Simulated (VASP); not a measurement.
OSZICAR of a VASP run on Au (fcc):

**OSZICAR**
```
       N       E                     dE             d eps       ncg     rms          rms(c)
DAV:   1     0.448386149183E+02    0.44839E+02   -0.57466E+03  2352   0.108E+03
DAV:   2    -0.760958007639E+00   -0.45600E+02   -0.42380E+02  2218   0.195E+02
DAV:   3    -0.118371246123E+01   -0.42275E+00   -0.42210E+00  2648   0.192E+01
DAV:   4    -0.118493922303E+01   -0.12268E-02   -0.12267E-02  2501   0.105E+00
DAV:   5    -0.118494644871E+01   -0.72257E-05   -0.72258E-05  2431   0.785E-02    0.772E+00
DAV:   6    -0.895861587029E+00    0.28908E+00   -0.10284E+00  2220   0.969E+00    0.499E+00
DAV:   7    -0.879641940357E+00    0.16220E-01   -0.60072E-02  2312   0.230E+00    0.261E+00
DAV:   8    -0.877295622658E+00    0.23463E-02   -0.92975E-04  2263   0.353E-01    0.210E-01
DAV:   9    -0.877290016568E+00    0.56061E-05   -0.90006E-06  2514   0.288E-02    0.105E-02
DAV:  10    -0.877295082086E+00   -0.50655E-05   -0.27264E-06  2356   0.214E-02    0.293E-03
DAV:  11    -0.877295052573E+00    0.29514E-07   -0.37264E-08  1759   0.185E-03
   1 F= -.87729505E+00 E0= -.87714998E+00  d E =-.435229E-03
```

**Question.** Which electronic solver shows in the log?

**Answer.** It is blocked Davidson (ALGO = Normal, or the opening steps of other solvers). The INCAR had ALGO = Normal.

**Question.** Can the final energy be trusted as converged?

**Answer.** Self-consistency was reached. It stopped with EDIFF = 1E-7, NELM = 100 (vdW-DF-cx, plane waves, VASP's PBE PAW potentials (set 64)).

The compound is Au in the fcc structure. This cell is one point of a volume scan, at 1.06 of the reference volume.
